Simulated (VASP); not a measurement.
An input for Quantum ESPRESSO's pw.x (written as the equivalent of a VASP run, and not itself run):

```
&CONTROL
  calculation = 'vc-relax'
  pseudo_dir = './pseudo'
  outdir = './out'
  tprnfor = .true.
  tstress = .true.
  nstep = 60
  forc_conv_thr = 0.00078
/
&SYSTEM
  ibrav = 0
  nat = 3
  ntyp = 2
  ecutwfc = 102
  occupations = 'smearing'
  smearing = 'methfessel-paxton'
  degauss = 0.00735
  input_dft = 'pbesol'
/
&ELECTRONS
  conv_thr = 7.3e-08
  electron_maxstep = 100
/
&IONS
/
&CELL
/
ATOMIC_SPECIES
  Cd 112.414 Cd.upf
  Hg 200.592 Hg.upf
CELL_PARAMETERS angstrom
    -1.9984251    1.9984251    4.2694019
     1.9984251   -1.9984251    4.2694019
     1.9984251    1.9984251   -4.2694019
ATOMIC_POSITIONS crystal
  Cd   1.0000000  1.0000000  1.0000000
  Hg   0.3330300  0.3330300  0.0000000
  Hg   0.6669700  0.6669700  1.0000000
K_POINTS automatic
  10 10 10 0 0 0
```

Q: Write the VASP files for the same calculation (PBEsol).

A: One answer among several that fit: 
### INCAR
```
! general
SYSTEM =CdHg2
PREC   =Accurate
ENCUT  =400
LREAL  =.FALSE.   ! projection in real space or not
LASPH  =.TRUE.

! electronic loop
EDIFF  =1E-6   ! SCF stop (eV)
NELM   =100
ALGO   =Normal   ! blocked Davidson
LMAXMIX=6

! smearing
ISMEAR =1
SIGMA  =0.1   ! width (eV)

! functional
GGA    =PS   ! PBEsol

! ions
IBRION =2
NSW    =60
ISIF   =3   ! ions, shape and volume
EDIFFG =-0.02   ! ionic stop

! output
LWAVE  =.FALSE.
LCHARG =.FALSE.
```

File KPOINTS:
```
Automatic mesh
0
Gamma
10 10 10
0 0 0
```

**POSCAR**
```
CdHg2
1
   -1.9984250986     1.9984250986     4.2694018768
    1.9984250986    -1.9984250986     4.2694018768
    1.9984250986     1.9984250986    -4.2694018768
Cd Hg
1 2
Direct
  1.0000000000   1.0000000000   1.0000000000
  0.3330299801   0.3330299801   0.0000000000
  0.6669700199   0.6669700199   1.0000000000
```

POTCAR, in this order: Cd Hg (PBE.64 set). Program: vasp_std.

The two are equivalent in intent, not identical: the potentials are each code's own (VASP's PAW set, PseudoDojo norm-conserving files in pw.x), so ENCUT and ecutwfc are chosen apart and not converted; conv_thr bounds pw.x's estimated SCF error, while EDIFF bounds the energy change between steps; forc_conv_thr acts on force components and is met together with etot_conv_thr.

The structure comes from a computed database's CdHg2 entry (I4/mmm); how it stands against other phases isn't given here. This run relaxes it. Symmetry was kept, so distortions that lower it aren't found. The start is the result of an earlier pass.
